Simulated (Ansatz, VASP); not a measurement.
# BH4Pt: VASP beside Ansatz

```
B H Pt
1.0
     0.00000    2.64430    2.64430
     2.64430    0.00000    2.64430
     2.64430    2.64430    0.00000
B H Pt
1 4 1
Direct
  0.00000 0.00000 0.00000
  0.00192 0.33269 0.33269
  0.33269 0.33269 0.33269
  0.33269 0.00192 0.33269
  0.33269 0.33269 0.00192
  0.75000 0.75000 0.75000
```

Change from the starting cell: species swapped into the CeYCo4 type (F-43m, No. 216).

Alike in both runs: functional PBE; k mesh 12 × 12 × 12; occupations gaussian, width 0.1 eV; no spin polarisation.

Ansatz relaxed the structure, and its values are those at the end. VASP's run is a single point on that final structure, the one shown.

|  | VASP | Ansatz |
| --- | --- | --- |
| version | VASP 6.6.1 | Ansatz 0.2.0 |
| potentials or method | VASP PAW PBE potentials, release 64 (B, H, Pt) | scalar-relativistic, plane waves, PAW |
| plane-wave cutoff (eV) | 520 | 420 |
| valence electrons in the cell | 17 | 25 |

```tsv
	VASP	Ansatz	Ansatz less VASP
gap on the k mesh at the Fermi level (eV)	none	none	-
pressure (GPa)	-0.3	0.0	+0.28
```

A gap of «none» marks a metal or a gap that the smearing closes. The functional is the same, so the differences come from potentials, cutoffs and numerics. The two sets of potentials don't hold the same shells in valence.

Spin-orbit coupling is left out, which matters for the levels of Pt.
